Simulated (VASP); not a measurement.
BaAlGeH (space group P3m1): the band gap from VASP (plane waves, PAW) at several levels of theory. Gaps are without spin-orbit coupling. Each level names its cell: its own relaxed one, PBE's, or the starting one. A gap is the smallest over the k-mesh and a band path; hybrids may have named points in place of the path, and GW has the mesh alone.

| level | band gap (eV) |
|---|---|
| PBEsol (own cell) | 0.65 |
| r2SCAN (own cell) | 1.05 |

The cell of the PBEsol (own cell) run:

Space group P3m1 (No. 156); a = 4.3405 Å, b = 4.3405 Å, c = 5.0837 Å, α = 90.00°, β = 90.00°, γ = 120.00°

```tsv
atom	site	symmetry	x	y	z
Ba	1b	3m.	0.3333	0.6667	0.0981
Al	1a	3m.	0.0000	0.0000	0.6350
Ge	1c	3m.	0.6667	0.3333	0.5554
H	1a	3m.	0.0000	0.0000	0.9775
```

Only levels that ran to the end are used. Left out are those held back, those with too coarse a band path, GW runs whose mesh misses a band edge, hybrids' fits of cells that aren't cubic and levels without matching references; a question may draw on a part of the rest.

The structure comes from a computed database's BaAlGeH entry (P3m1); how it stands against other phases isn't given here.
